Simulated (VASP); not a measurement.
Method: PBE GGA, VASP's PBE PAW potentials (set 64) (plane waves; VASP).

The input files of a VASP run:

### INCAR
```
SYSTEM  =  Zn35NO35
PREC  =  Normal; ENCUT  =  400; LREAL  =  Auto
LASPH  =  .TRUE.; ISYM  =  0; NELECT  =  634.0
EDIFF  =  1E-5; NELM  =  100; NELMIN  =  4
ALGO  =  Fast; LMAXMIX  =  4
ISMEAR  =  0; SIGMA  =  0.05
GGA  =  PE
IBRION  =  2; NSW  =  70; ISIF  =  2
EDIFFG  =  -0.03
LWAVE  =  .FALSE.; LCHARG  =  .FALSE.
```

### KPOINTS
```
K-points
0
gamma
  1 1 1
0 0 0
```

File POSCAR:
```
Zn35NO35
1.0
  4.9323206951  -8.5430314022   0.0000000000
  4.9323206951   8.5430314022   0.0000000000
  0.0000000000   0.0000000000  10.5847754187
Zn O N
35 35 1
Direct
  0.2222220000   0.1111110000   0.2500000000
  0.1111110000   0.2222220000   0.0000000000
  0.2222220000   0.1111110000   0.7500000000
  0.1111110000   0.2222220000   0.5000000000
  0.2222220000   0.4444440000   0.2500000000
  0.1111110000   0.5555560000   0.0000000000
  0.2222220000   0.4444440000   0.7500000000
  0.1111110000   0.5555560000   0.5000000000
  0.2222220000   0.7777780000   0.2500000000
  0.1111110000   0.8888890000   0.0000000000
  0.2222220000   0.7777780000   0.7500000000
  0.1111110000   0.8888890000   0.5000000000
  0.5555560000   0.1111110000   0.2500000000
  0.4444440000   0.2222220000   0.0000000000
  0.5555560000   0.1111110000   0.7500000000
  0.5555560000   0.4444440000   0.2500000000
  0.4444440000   0.5555560000   0.0000000000
  0.5555560000   0.4444440000   0.7500000000
  0.4444440000   0.5555560000   0.5000000000
  0.5555560000   0.7777780000   0.2500000000
  0.4444440000   0.8888890000   0.0000000000
  0.5555560000   0.7777780000   0.7500000000
  0.4444440000   0.8888890000   0.5000000000
  0.8888890000   0.1111110000   0.2500000000
  0.7777780000   0.2222220000   0.0000000000
  0.8888890000   0.1111110000   0.7500000000
  0.7777780000   0.2222220000   0.5000000000
  0.8888890000   0.4444440000   0.2500000000
  0.7777780000   0.5555560000   0.0000000000
  0.8888890000   0.4444440000   0.7500000000
  0.7777780000   0.5555560000   0.5000000000
  0.8888890000   0.7777780000   0.2500000000
  0.7777780000   0.8888890000   0.0000000000
  0.8888890000   0.7777780000   0.7500000000
  0.7777780000   0.8888890000   0.5000000000
  0.2247680000   0.1085880000   0.4387780000
  0.1111110000   0.2222220000   0.1910000000
  0.2222220000   0.1111110000   0.9410000000
  0.1111110000   0.2222220000   0.6910000000
  0.2222220000   0.4444440000   0.4410000000
  0.1111110000   0.5555560000   0.1910000000
  0.2222220000   0.4444440000   0.9410000000
  0.1111110000   0.5555560000   0.6910000000
  0.2222220000   0.7777780000   0.4410000000
  0.1111110000   0.8888890000   0.1910000000
  0.2222220000   0.7777780000   0.9410000000
  0.1111110000   0.8888890000   0.6910000000
  0.5549370000   0.1081280000   0.4377900000
  0.4444440000   0.2222220000   0.1910000000
  0.5555560000   0.1111110000   0.9410000000
  0.4449260000   0.2279040000   0.6865920000
  0.4444440000   0.5555560000   0.1910000000
  0.5555560000   0.4444440000   0.9410000000
  0.4444440000   0.5555560000   0.6910000000
  0.5555560000   0.7777780000   0.4410000000
  0.4444440000   0.8888890000   0.1910000000
  0.5555560000   0.7777780000   0.9410000000
  0.4444440000   0.8888890000   0.6910000000
  0.8888890000   0.1111110000   0.4410000000
  0.7777780000   0.2222220000   0.1910000000
  0.8888890000   0.1111110000   0.9410000000
  0.7777780000   0.2222220000   0.6910000000
  0.8888890000   0.4444440000   0.4410000000
  0.7777780000   0.5555560000   0.1910000000
  0.8888890000   0.4444440000   0.9410000000
  0.7777780000   0.5555560000   0.6910000000
  0.8888890000   0.7777780000   0.4410000000
  0.7777780000   0.8888890000   0.1910000000
  0.8888890000   0.7777780000   0.9410000000
  0.7777780000   0.8888890000   0.6910000000
  0.5597350000   0.4435220000   0.4396280000
```

POTCAR, in this order: Zn O N (PBE.64 set). Program: vasp_gam.

The resulting files:

**OSZICAR**
```
...
       N       E                     dE             d eps       ncg     rms          rms(c)
DAV:   1    -0.313748275164E+03    0.21230E-01   -0.15661E+01   760   0.718E+00    0.729E-01
RMM:   2    -0.313782938398E+03   -0.34663E-01   -0.35117E-01   760   0.116E+00    0.682E-01
RMM:   3    -0.313788099281E+03   -0.51609E-02   -0.49128E-02   761   0.440E-01    0.808E-01
RMM:   4    -0.313783671706E+03    0.44276E-02   -0.57108E-03   767   0.162E-01    0.284E-01
RMM:   5    -0.313783412202E+03    0.25950E-03   -0.21706E-03   769   0.810E-02    0.218E-01
RMM:   6    -0.313782958913E+03    0.45329E-03   -0.10918E-03   763   0.556E-02    0.978E-02
RMM:   7    -0.313782957658E+03    0.12545E-05   -0.27524E-04   763   0.326E-02    0.708E-02
RMM:   8    -0.313782941640E+03    0.16019E-04   -0.76728E-05   645   0.172E-02    0.324E-02
RMM:   9    -0.313782939397E+03    0.22431E-05   -0.19056E-05   474   0.909E-03
   8 F= -.31378294E+03 E0= -.31376075E+03  d E =-.134338E-01
       N       E                     dE             d eps       ncg     rms          rms(c)
DAV:   1    -0.313781806716E+03    0.11349E-02   -0.67053E-01   848   0.149E+00    0.154E-01
RMM:   2    -0.313783324032E+03   -0.15173E-02   -0.15482E-02   760   0.243E-01    0.136E-01
RMM:   3    -0.313783578281E+03   -0.25425E-03   -0.22116E-03   763   0.927E-02    0.177E-01
RMM:   4    -0.313783381833E+03    0.19645E-03   -0.26761E-04   756   0.343E-02    0.634E-02
RMM:   5    -0.313783369743E+03    0.12090E-04   -0.93750E-05   629   0.172E-02    0.481E-02
RMM:   6    -0.313783363556E+03    0.61868E-05   -0.49996E-05   540   0.120E-02
   9 F= -.31378336E+03 E0= -.31376115E+03  d E =-.138580E-01
       N       E                     dE             d eps       ncg     rms          rms(c)
DAV:   1    -0.313777554441E+03    0.58153E-02   -0.59606E+00   776   0.460E+00    0.415E-01
RMM:   2    -0.313788181723E+03   -0.10627E-01   -0.11287E-01   760   0.678E-01    0.318E-01
RMM:   3    -0.313789584885E+03   -0.14032E-02   -0.14983E-02   760   0.255E-01    0.347E-01
RMM:   4    -0.313789244033E+03    0.34085E-03   -0.20640E-03   772   0.948E-02    0.261E-01
RMM:   5    -0.313788889110E+03    0.35492E-03   -0.71431E-04   774   0.470E-02    0.147E-01
RMM:   6    -0.313788794413E+03    0.94697E-04   -0.39016E-04   766   0.317E-02    0.118E-01
RMM:   7    -0.313788708199E+03    0.86214E-04   -0.13831E-04   718   0.217E-02    0.499E-02
RMM:   8    -0.313788711234E+03   -0.30347E-05   -0.51074E-05   606   0.146E-02
  10 F= -.31378871E+03 E0= -.31376681E+03  d E =-.534768E-02
       N       E                     dE             d eps       ncg     rms          rms(c)
DAV:   1    -0.313783484550E+03    0.52236E-02   -0.25730E+00   784   0.302E+00    0.284E-01
RMM:   2    -0.313788118545E+03   -0.46340E-02   -0.49411E-02   760   0.447E-01    0.207E-01
RMM:   3    -0.313788740492E+03   -0.62195E-03   -0.65366E-03   760   0.168E-01    0.223E-01
RMM:   4    -0.313788650983E+03    0.89509E-04   -0.92498E-04   772   0.629E-02    0.184E-01
RMM:   5    -0.313788462923E+03    0.18806E-03   -0.31663E-04   763   0.313E-02    0.901E-02
RMM:   6    -0.313788393434E+03    0.69489E-04   -0.13376E-04   699   0.196E-02    0.394E-02
RMM:   7    -0.313788398310E+03   -0.48761E-05   -0.51309E-05   577   0.134E-02
  11 F= -.31378840E+03 E0= -.31376655E+03  d E =-.503475E-02
       N       E                     dE             d eps       ncg     rms          rms(c)
DAV:   1    -0.313787644708E+03    0.74873E-03   -0.70160E-01   784   0.158E+00    0.130E-01
RMM:   2    -0.313788895370E+03   -0.12507E-02   -0.13200E-02   760   0.232E-01    0.107E-01
RMM:   3    -0.313789044578E+03   -0.14921E-03   -0.17232E-03   760   0.862E-02    0.118E-01
RMM:   4    -0.313788995277E+03    0.49301E-04   -0.22474E-04   743   0.313E-02    0.815E-02
RMM:   5    -0.313788964296E+03    0.30981E-04   -0.69418E-05   591   0.157E-02    0.539E-02
RMM:   6    -0.313788953851E+03    0.10445E-04   -0.43339E-05   529   0.114E-02    0.489E-02
RMM:   7    -0.313788936403E+03    0.17448E-04   -0.29332E-05   490   0.994E-03    0.159E-02
RMM:   8    -0.313788937579E+03   -0.11760E-05   -0.70345E-06   443   0.566E-03
  12 F= -.31378894E+03 E0= -.31376707E+03  d E =-.557402E-02
       N       E                     dE             d eps       ncg     rms          rms(c)
DAV:   1    -0.313786508976E+03    0.24274E-02   -0.26397E+00   776   0.302E+00    0.270E-01
RMM:   2    -0.313790924674E+03   -0.44157E-02   -0.42648E-02   760   0.417E-01    0.314E-01
RMM:   3    -0.313791131721E+03   -0.20705E-03   -0.58750E-03   761   0.154E-01    0.258E-01
RMM:   4    -0.313790787342E+03    0.34438E-03   -0.79462E-04   766   0.574E-02    0.122E-01
RMM:   5    -0.313790733581E+03    0.53761E-04   -0.26548E-04   756   0.290E-02    0.817E-02
RMM:   6    -0.313790738162E+03   -0.45811E-05   -0.17935E-04   733   0.223E-02    0.902E-02
RMM:   7    -0.313790676615E+03    0.61547E-04   -0.65347E-05   600   0.155E-02    0.174E-02
RMM:   8    -0.313790680775E+03   -0.41599E-05   -0.13019E-05   460   0.773E-03
  13 F= -.31379068E+03 E0= -.31376905E+03  d E =-.174320E-02
       N       E                     dE             d eps       ncg     rms          rms(c)
DAV:   1    -0.313790674460E+03    0.21554E-05   -0.22552E-03   832   0.894E-02    0.130E-02
RMM:   2    -0.313790678499E+03   -0.40397E-05   -0.47769E-05   557   0.141E-02    0.915E-03
RMM:   3    -0.313790679631E+03   -0.11318E-05   -0.77469E-06   432   0.618E-03    0.118E-02
RMM:   4    -0.313790679225E+03    0.40604E-06   -0.15185E-06   388   0.255E-03
  14 F= -.31379068E+03 E0= -.31376906E+03  d E =-.174165E-02
       N       E                     dE             d eps       ncg     rms          rms(c)
DAV:   1    -0.313789808536E+03    0.87110E-03   -0.94508E-01   780   0.177E+00    0.162E-01
RMM:   2    -0.313791476842E+03   -0.16683E-02   -0.17889E-02   760   0.260E-01    0.115E-01
RMM:   3    -0.313791733772E+03   -0.25693E-03   -0.23824E-03   761   0.959E-02    0.147E-01
RMM:   4    -0.313791643236E+03    0.90535E-04   -0.32999E-04   765   0.366E-02    0.944E-02
RMM:   5    -0.313791601183E+03    0.42053E-04   -0.10775E-04   648   0.182E-02    0.516E-02
RMM:   6    -0.313791582618E+03    0.18565E-04   -0.49542E-05   544   0.118E-02    0.399E-02
RMM:   7    -0.313791574810E+03    0.78081E-05   -0.19008E-05   471   0.831E-03
  15 F= -.31379157E+03 E0= -.31376985E+03  d E =-.895585E-03
       N       E                     dE             d eps       ncg     rms          rms(c)
DAV:   1    -0.313791366978E+03    0.21564E-03   -0.13455E-01   792   0.669E-01    0.684E-02
RMM:   2    -0.313791599923E+03   -0.23294E-03   -0.25332E-03   760   0.989E-02    0.467E-02
RMM:   3    -0.313791642120E+03   -0.42197E-04   -0.34387E-04   746   0.367E-02    0.607E-02
RMM:   4    -0.313791627545E+03    0.14575E-04   -0.55393E-05   569   0.145E-02    0.393E-02
RMM:   5    -0.313791619839E+03    0.77064E-05   -0.16793E-05   471   0.757E-03
  16 F= -.31379162E+03 E0= -.31376986E+03  d E =-.940614E-03
       N       E                     dE             d eps       ncg     rms          rms(c)
DAV:   1    -0.313790496031E+03    0.11315E-02   -0.10697E+00   776   0.187E+00    0.166E-01
RMM:   2    -0.313792252724E+03   -0.17567E-02   -0.18339E-02   760   0.257E-01    0.122E-01
RMM:   3    -0.313792463878E+03   -0.21115E-03   -0.25643E-03   763   0.964E-02    0.132E-01
RMM:   4    -0.313792399214E+03    0.64664E-04   -0.31718E-04   763   0.365E-02    0.904E-02
RMM:   5    -0.313792369672E+03    0.29543E-04   -0.89999E-05   641   0.174E-02    0.662E-02
RMM:   6    -0.313792349541E+03    0.20131E-04   -0.54282E-05   541   0.116E-02    0.444E-02
RMM:   7    -0.313792331052E+03    0.18488E-04   -0.35799E-05   509   0.105E-02    0.112E-02
RMM:   8    -0.313792332617E+03   -0.15644E-05   -0.66028E-06   441   0.562E-03
  17 F= -.31379233E+03 E0= -.31377062E+03  d E =-.712778E-03
```

File OUTCAR:
```
------------------------ aborting loop because EDIFF is reached ----------------------------------------
  FORCE on cell =-STRESS in cart. coord.  units (eV):
  Direction    XX          YY          ZZ          XY          YZ          ZX
  --------------------------------------------------------------------------------------
  Total      -31.6492600    -31.0785044    -32.3022214     -0.0539568      0.2597986      0.4397026
  in kB      -56.8459056    -55.8207594    -58.0187034     -0.0969129      0.4666297      0.7897591
  external PRESSURE =     -56.8951228 kB  Pullay stress =       0.0000000 kB
  volume of cell :      892.02
      direct lattice vectors                 reciprocal lattice vectors
     4.932320695 -8.543031402  0.000000000     0.101372159 -0.058527234  0.000000000
     4.932320695  8.543031402  0.000000000     0.101372159  0.058527234  0.000000000
     0.000000000  0.000000000 10.584775419     0.000000000  0.000000000  0.094475316
  FREE ENERGIE OF THE ION-ELECTRON SYSTEM (eV)
  ---------------------------------------------------
  free  energy   TOTEN  =      -313.7923326169 eV

  energy  without entropy=     -313.7489103309  energy(sigma->0) =     -313.77062147

 reached required accuracy - stopping structural energy minimisation
```
(Selected blocks of OUTCAR.)

File CONTCAR:
```
Zn35NO35
   1.00000000000000
     4.9323206950999996   -8.5430314022000005    0.0000000000000000
     4.9323206950999996    8.5430314022000005    0.0000000000000000
     0.0000000000000000    0.0000000000000000   10.5847754186999996
  Zn              O               N
    35    35     1
Direct
     0.2241135143218687    0.1116144559978559    0.2516626863371829
     0.1110126735907391    0.2217883346473710    0.0006746217943163
     0.2254380454453680    0.1135273219762286    0.7465776900150203
     0.1132686149164735    0.2216984534035418    0.5001353829146596
     0.2228182844150321    0.4442586041158652    0.2509413042527744
     0.1111822327714133    0.5556533471748774    0.0017782460241574
     0.2218281226839600    0.4438938639936132    0.7514204204781140
     0.1115513081286660    0.5561223630831065    0.5017424445566779
     0.2225247331676009    0.7782381452292610    0.2508458889427039
     0.1113419508930534    0.8892886677718052    0.0001592334526411
     0.2227711029995516    0.7788007089835972    0.7511152962112833
     0.1148237923888683    0.8926414260782756    0.5008367547916580
     0.5544867912675250    0.1115495006470515    0.2516531922194138
     0.4444647119877312    0.2221399999025145    0.9928649158202173
     0.5548675846304241    0.1135575708385363    0.7463838589803965
     0.5520616517164695    0.4370886565348166    0.2537090726197224
     0.4448729815306910    0.5556004781573243    0.0001192518303433
     0.5553634856810375    0.4437981818280263    0.7478785978458160
     0.4445229811330321    0.5514973502863595    0.5021244914860878
     0.5543318941321224    0.7765906651856012    0.2508725028647152
     0.4447032077348943    0.8894162701472230    0.0000402459604134
     0.5561885798027374    0.7790760569749867    0.7511314694630765
     0.4447168411048597    0.8925017766513365    0.5007847998529910
     0.8894735866063035    0.1120804066937043    0.2513188491314177
     0.7774699993716740    0.2218513095190206    0.0005971432258563
     0.8889521805890239    0.1111150674745912    0.7508439034409974
     0.7755170663959081    0.2216191570510204    0.5001609256446274
     0.8883096587553656    0.4442660051978303    0.2509360759344411
     0.7775947374117691    0.5556214569192468    0.0001500575327484
     0.8889129135400872    0.4439392230893306    0.7513759147031251
     0.7740602629271619    0.5517165427544065    0.5020182120266183
     0.8891123404020528    0.7766759450540315    0.2509176525675494
     0.7778356633667509    0.8889939740624783    0.0022806213561934
     0.8896190323284375    0.7791400481365860    0.7511398092006162
     0.7781642981446290    0.8894409426238511    0.4990910216822796
     0.2008625689365872    0.1004040844882530    0.4333156863713884
     0.1111949099918814    0.2229137036584892    0.1896700220973002
     0.2197009185365056    0.1098088207143361    0.9394964001141218
     0.1106086010774299    0.2227964577585726    0.6900095340224421
     0.2220747805706484    0.4451817754743022    0.4418970645258646
     0.1111250741393845    0.5553735462524623    0.1916797870491998
     0.2220571608774816    0.4446247090739428    0.9406736998074381
     0.1114457193836161    0.5560634555721853    0.6910087556393582
     0.2222391064614420    0.7775201063641101    0.4412852781728432
     0.1106003953665077    0.8875657687246971    0.1895150742938098
     0.2220152686937004    0.7773319001410927    0.9403971907821140
     0.1112353263271775    0.8889896431315673    0.6901666904366950
     0.5667098344392719    0.1001879626330975    0.4331823051644939
     0.4442365545672356    0.2214811650904754    0.1846238894993049
     0.5568882660814074    0.1099186371402275    0.9393621811469826
     0.4455585454645274    0.2244495614952381    0.7086719128632096
     0.4445508475948124    0.5545963375738343    0.1891523752708503
     0.5571923510022020    0.4474338494346587    0.9398530498975459
     0.4436139101157511    0.5572282027217322    0.6912320823441133
     0.5533972423519981    0.7744843946146690    0.4418007246857104
     0.4437412083767212    0.8874915192017481    0.1894359056273189
     0.5560770654324532    0.7781463039621108    0.9405998446942050
     0.4444455026127617    0.8889700572918081    0.6901658436827536
     0.8893940578741517    0.1116230721004840    0.4411400622699703
     0.7786612924790008    0.2229588512987410    0.1895722752589655
     0.8886190739839263    0.1105380971462140    0.9403965081867134
     0.7789978152516313    0.2228421274904623    0.6900220255011492
     0.8901248574591175    0.4451615640750448    0.4418850375244632
     0.7770379577602197    0.5547096842099465    0.1891470881135044
     0.8893992670760631    0.4446703969946245    0.9406347106091347
     0.7804997555582771    0.5573107573470403    0.6911527247926249
     0.8882508907838378    0.7747996428908513    0.4417952420104031
     0.7776021190151330    0.8884176146748552    0.1925377098603976
     0.8888111670502631    0.7781286755962653    0.9406237967762171
     0.7778921981789746    0.8890928194710921    0.6892376283518702
     0.5670055628446214    0.4670144560054937    0.4331653373947456
```

File OUTCAR:
```
 val. band max:        0.7181225180   @ k =   0.0000   0.0000   0.0000

 cond. band min:       0.7696238538   @ k =   0.0000   0.0000   0.0000


 Fermi energy:         0.7438935569

 k-point     1 :       0.0000    0.0000    0.0000
  band No.  band energies     occupation
      1     -17.0706      2.00000
      2     -16.7830      2.00000
      3     -16.7554      2.00000
      4     -16.7125      2.00000
      5     -16.6974      2.00000
      6     -16.6561      2.00000
      7     -16.6135      2.00000
      8     -16.6116      2.00000
      9     -16.5919      2.00000
     10     -16.5221      2.00000
     11     -16.5122      2.00000
     12     -16.4714      2.00000
     13     -16.4695      2.00000
     14     -16.4671      2.00000
     15     -16.4619      2.00000
     16     -16.4576      2.00000
     17     -16.4431      2.00000
     18     -16.4364      2.00000
     19     -16.4333      2.00000
     20     -16.4249      2.00000
     21     -16.3991      2.00000
     22     -16.3152      2.00000
     23     -16.3148      2.00000
     24     -16.3115      2.00000
     25     -16.3065      2.00000
     26     -16.2939      2.00000
     27     -16.2898      2.00000
     28     -16.2857      2.00000
     29     -16.2734      2.00000
     30     -16.2650      2.00000
     31     -16.2549      2.00000
     32     -16.2414      2.00000
     33     -15.9451      2.00000
     34     -15.9373      2.00000
     35     -15.7658      2.00000
     36     -12.3900      2.00000
     37      -5.2444      2.00000
     38      -5.2337      2.00000
     39      -5.2284      2.00000
     40      -5.2083      2.00000
     41      -5.2057      2.00000
     42      -5.1919      2.00000
     43      -5.1779      2.00000
     44      -5.1673      2.00000
     45      -5.1564      2.00000
     46      -5.1450      2.00000
     47      -5.1336      2.00000
     48      -5.1237      2.00000
     49      -5.1144      2.00000
     50      -5.1091      2.00000
     51      -5.0993      2.00000
...
```

At this cut-off the stress carries a Pulay error, which pulls relaxed volumes low. The cell is charged, with a uniform compensating background. The supercell is sampled at Γ alone, which is coarse: total energies, pressure and levels can be off, energies of defects by several tenths of an eV.

The cell is a supercell with a defect, built from ZnO (wurtzite): N_O-vac_Zn, charge +1. The run is not spin-polarised, so no state with unpaired spins was tried.
